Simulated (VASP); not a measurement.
```yaml
crystal:
  lattice:
    - [1.91711, -5.06603, 0.00000]
    - [1.91711, 5.06603, 0.00000]
    - [0.00000, 0.00000, 3.77808]
  atoms:
    - { symbol: P, position: [0.56400, 0.43600, 0.25000] }
    - { symbol: P, position: [0.43600, 0.56400, 0.75000] }
    - { symbol: W, position: [0.85475, 0.14525, 0.25000] }
    - { symbol: W, position: [0.14525, 0.85475, 0.75000] }
```

These are PBE GGA, VASP's PBE PAW potentials (set 64) (plane waves; VASP 6.6.1) values and carry that method's errors. Settings: 400 eV cut-off, 7×7×6 Γ-centred mesh, Gaussian smearing of 0.050 eV, potentials P W_sv.

Gaps are read on the run's mesh, which can miss a band edge. Unless said otherwise, spin-orbit coupling is left out, though it shifts the bands of the heavy elements here.

**Question.** Predict the energy per atom (σ→0), pressure, largest force, band gap (on the k-mesh) with the smallest direct gap where there is one.

**Answer.** 
| Quantity | Result |
|---|---|
| band gap (on the k-mesh) | none (metal, semimetal or under 0.01 eV) |
| energy per atom (σ→0) | -7.879 eV/atom |
| pressure | -28.31 GPa |
| largest force | 2.645 eV/Å |

The absolute energy has meaning only against runs of the same code, potentials and settings.

The structure was generated: PW was put into the CrB type (Cmcm), which need not be its known phase. The cell was not relaxed at this level. The run is one of a series of settings (KPOINTS 7×7×6 Γ-centred mesh against the base run), some of them coarse on purpose.
